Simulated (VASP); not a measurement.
VASP ran on this input.

**INCAR**
```
LASPH = .TRUE.
EDIFFG = -0.02   ! ionic stop
GGA = PS
LREAL = .FALSE.
PSTRESS = 450
PREC = Accurate
ENCUT = 620
IBRION = 2   ! conjugate gradients
ISMEAR = 0
SYSTEM = CaB6
LCHARG = .FALSE.
LWAVE = .FALSE.
NELM = 100   ! most electronic steps
EDIFF = 1E-6   ! SCF stop (eV)
SIGMA = 0.05   ! width (eV)
NSW = 40
ISIF = 3   ! ions, shape and volume
ALGO = Normal   ! blocked Davidson
```

KPOINTS:
```
Regular mesh
0
G
  6 6 6
```

File POSCAR:
```
CaB6
1
    3.8548238522    -0.0000000000     0.0000000000
    0.0000000000     3.8548238522    -0.0000000000
    0.0000000000     0.0000000000     3.8548238522
Ca B
1 6
Direct
  0.0000000000   1.0000000000   0.0000000000
  0.8018238046   0.5000000000   0.5000000000
  0.5000000000   0.1981761954   0.5000000000
  0.5000000000   0.8018238046   0.5000000000
  0.1981761954   0.5000000000   0.5000000000
  0.5000000000   0.5000000000   0.8018238046
  0.5000000000   0.5000000000   0.1981761954
```

POTCAR, in this order: Ca_sv B (PBE.64 set). Program: vasp_std.

Q: Write an equivalent input for Quantum ESPRESSO's pw.x.

A: One equivalent input (not run):
```
&CONTROL
  calculation = 'vc-relax'
  pseudo_dir = './pseudo'
  outdir = './out'
  tprnfor = .true.
  tstress = .true.
  nstep = 40
  forc_conv_thr = 0.00078
/
&SYSTEM
  ibrav = 0
  nat = 7
  ntyp = 2
  ecutwfc = 76
  occupations = 'smearing'
  smearing = 'gaussian'
  degauss = 0.003675
  input_dft = 'pbesol'
/
&ELECTRONS
  conv_thr = 7.3e-08
  electron_maxstep = 100
/
&IONS
/
&CELL
  press = 450
/
ATOMIC_SPECIES
  Ca 40.078 Ca.upf
  B 10.810 B.upf
CELL_PARAMETERS angstrom
     3.8548239   -0.0000000    0.0000000
     0.0000000    3.8548239   -0.0000000
     0.0000000    0.0000000    3.8548239
ATOMIC_POSITIONS crystal
  Ca   0.0000000  1.0000000  0.0000000
  B    0.8018238  0.5000000  0.5000000
  B    0.5000000  0.1981762  0.5000000
  B    0.5000000  0.8018238  0.5000000
  B    0.1981762  0.5000000  0.5000000
  B    0.5000000  0.5000000  0.8018238
  B    0.5000000  0.5000000  0.1981762
K_POINTS automatic
  6 6 6 0 0 0
```
The two are equivalent in intent, not identical: the potentials are each code's own (VASP's PAW set, PseudoDojo norm-conserving files in pw.x), so ENCUT and ecutwfc are chosen apart and not converted; conv_thr bounds pw.x's estimated SCF error, while EDIFF bounds the energy change between steps; forc_conv_thr acts on force components and is met together with etot_conv_thr.

The compound is CaB6 in the cab6 structure. It was relaxed first under an external pressure of 45 GPa.
